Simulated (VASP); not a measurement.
Input of a VASP 6.6.1 run:

File INCAR:

```
  PREC = Accurate
  ENCUT = 520
  EDIFF = 1E-7
  ISMEAR = 1
  SIGMA = 0.15
  LREAL = F
  LASPH = T
  NELM = 60
  ALGO = Fast
  ISIF = 2
  LWAVE = F
  LCHARG = F
  GGA = PS
  NBANDS = 50
```

File KPOINTS:

```
regular mesh
0
Gamma
  2 3 2
```

POSCAR

```
K2NaBP2
1.0
    6.7815400000      1.1542220000     -0.5568690000
   -1.9260670000      6.1047570000     -0.4047810000
    1.0580550000     -0.0308130000      8.3916430000
B Na P K
2 2 4 4
Direct
    0.5956080970      0.9143214512      0.9604143833
    0.4471365704     -0.0474880289      0.0775643391
    0.3285151897      0.7491517307      0.6039246798
    0.8567347374      0.4023123096      0.8280586287
    0.3314000971      0.3495602918      0.1706721562
    0.4984481178      0.6297519751      0.1128926647
    0.6633079637      0.8229869396      0.7400423396
    1.0181278467      0.3643318140      0.1477217789
   -0.0021385448      0.8498355019      0.0498449916
    0.3555774501      0.2751284776      0.8370757478
    0.0776787661      0.1018380268      0.4600963119
    0.7312812901      0.4983051701      0.3893463230
```

Potentials or basis: VASP PAW PBE potentials, release 64 (B, Na_pv, P, K_sv).

The run is started by

```sh
$ cat potpaw_PBE.64/B/POTCAR potpaw_PBE.64/Na_pv/POTCAR potpaw_PBE.64/P/POTCAR potpaw_PBE.64/K_sv/POTCAR > POTCAR
$ mpirun -np 1 vasp_std > vasp.out
```

Q: What does it give for the band gap on the k mesh?

A: None (metal or under the smearing width).

Q: Predict the largest force.

A: 6.688 eV/Å.

Q: Estimate the pressure.

A: -0.1 GPa.

Stress tensor (GPa, compression positive):
```
 1.24  1.68 -1.50
 1.68 -2.87  0.40
-1.50  0.40  1.36
```

Caveat: the k mesh is coarse (spacing up to 0.46 Å⁻¹), so the values aren't converged; the PAW data sets were made with another functional, which shifts forces and pressure a little.
